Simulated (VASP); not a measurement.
These are PBE GGA with D3 dispersion (Becke-Johnson damping), VASP's PBE PAW potentials (set 64) (plane waves; VASP) values and carry that method's errors.

Input for VASP

### INCAR
```
SIGMA = 0.1   # width (eV)
ENCUT = 520
IVDW = 12
ISMEAR = 1   # Methfessel-Paxton
ALGO = Normal   # blocked Davidson
EDIFF = 1E-6
PREC = Accurate
NELM = 100
LASPH = T   # aspherical one-centre terms
EDIFFG = -0.01   # ionic stop
NSW = 60   # most ionic steps
SYSTEM = CuZn
LMAXMIX = 4
GGA = PE   # PBE
LWAVE = F
IBRION = 2   # conjugate gradients
LREAL = F
LCHARG = F
ISIF = 3
```

### KPOINTS
```
Automatic
0
G
  11 11 11
0 0 0
```

**POSCAR**
```
CuZn
1.0
  2.9136230473   0.0000000000   0.0000000000
  0.0000000000   2.9136230473   0.0000000000
  0.0000000000   0.0000000000   2.9136230473
Zn Cu
1 1
Direct
  0.5000000000   0.5000000000   0.5000000000
  0.0000000000   0.0000000000   0.0000000000
```

POTCAR, in this order: Zn Cu (PBE.64 set). Program: vasp_std.

The run wrote:

**OUTCAR**
```
 ion  position               nearest neighbor table
   1  0.500  0.500  0.500-   2 2.52   2 2.52   2 2.52   2 2.52   2 2.52   2 2.52   2 2.52   2 2.52
  LATTYP: Found a simple cubic cell.
 ALAT       =     2.9136230473
 Subroutine PRICEL returns:
 Original cell was already a primitive cell.
 Subroutine GETGRP returns: Found 48 space group operations
The static configuration has the point symmetry O_h .
The dynamic configuration has the point symmetry O_h .
 Subroutine INISYM returns: Found 48 space group operations
 Subroutine IBZKPT returns following result:
 Found     56 irreducible k-points:

 Following reciprocal coordinates:
            Coordinates               Weight
  0.000000  0.000000  0.000000      1.000000
  0.090909  0.000000  0.000000      6.000000
  0.181818  0.000000  0.000000      6.000000
  0.272727  0.000000  0.000000      6.000000
  0.363636  0.000000  0.000000      6.000000
  0.454545  0.000000  0.000000      6.000000
  0.090909  0.090909  0.000000     12.000000
  0.181818  0.090909  0.000000     24.000000
  0.272727  0.090909  0.000000     24.000000
  0.363636  0.090909  0.000000     24.000000
...
```

### OSZICAR
```
       N       E                     dE             d eps       ncg     rms          rms(c)
DAV:   1     0.112129754751E+03    0.11213E+03   -0.11655E+04  1744   0.257E+03
DAV:   2    -0.292293443055E+01   -0.11505E+03   -0.11204E+03  1701   0.330E+02
DAV:   3    -0.607715816347E+01   -0.31542E+01   -0.31442E+01  2065   0.747E+01
DAV:   4    -0.609814194080E+01   -0.20984E-01   -0.20982E-01  1932   0.540E+00
DAV:   5    -0.609841681643E+01   -0.27488E-03   -0.27487E-03  2264   0.643E-01    0.975E+00
DAV:   6    -0.586888517771E+01    0.22953E+00   -0.16731E+01  1847   0.110E+02    0.584E+00
DAV:   7    -0.499616048390E+01    0.87272E+00   -0.37291E+00  1834   0.105E+02    0.238E+00
DAV:   8    -0.499752684801E+01   -0.13664E-02   -0.17320E-01  2192   0.570E+00    0.131E+00
DAV:   9    -0.498784641236E+01    0.96804E-02   -0.18601E-02  2080   0.366E+00    0.594E-02
DAV:  10    -0.498786042091E+01   -0.14009E-04   -0.52358E-04  1974   0.258E-01    0.300E-02
DAV:  11    -0.498786389837E+01   -0.34775E-05   -0.50637E-06  2228   0.415E-02    0.104E-02
DAV:  12    -0.498786264613E+01    0.12522E-05   -0.33470E-07  1267   0.154E-02    0.676E-04
DAV:  13    -0.498786260210E+01    0.44024E-07   -0.14978E-07  1127   0.836E-03
   1 F= -.60365879E+01 E0= -.60366477E+01  d E =-.603659E+01
```

### OUTCAR
```
------------------------ aborting loop because EDIFF is reached ----------------------------------------
 Edisp (eV)   -1.04873
  FORCE on cell =-STRESS in cart. coord.  units (eV):
  Direction    XX          YY          ZZ          XY          YZ          ZX
  --------------------------------------------------------------------------------------
  Total       0.00657     0.00657     0.00657    -0.00000     0.00000    -0.00000
  in kB       0.42575     0.42575     0.42575    -0.00000     0.00000    -0.00000
  external pressure =        0.43 kB  Pullay stress =        0.00 kB
  volume of cell :       24.73
      direct lattice vectors                 reciprocal lattice vectors
     2.913623047  0.000000000  0.000000000     0.343215297  0.000000000  0.000000000
     0.000000000  2.913623047  0.000000000     0.000000000  0.343215297  0.000000000
     0.000000000  0.000000000  2.913623047     0.000000000  0.000000000  0.343215297
 POSITION                                       TOTAL-FORCE (eV/Angst)
 -----------------------------------------------------------------------------------
      1.45681      1.45681      1.45681         0.000000      0.000000      0.000000
      0.00000      0.00000      0.00000         0.000000      0.000000      0.000000
 -----------------------------------------------------------------------------------
    total drift:                                0.000000      0.000000     -0.000000
  FREE ENERGIE OF THE ION-ELECTRON SYSTEM (eV)
  ---------------------------------------------------
  free  energy   TOTEN  =        -6.0365879372 eV

  energy  without entropy=       -6.0367672866  energy(sigma->0) =       -6.03664772

 reached required accuracy - stopping structural energy minimisation
```
(Selected blocks of OUTCAR.)

The compound is CuZn in the CsCl type structure. It was relaxed first. The start is the result of an earlier pass. The electron count is odd and the run is not spin-polarised, which forces a metal.
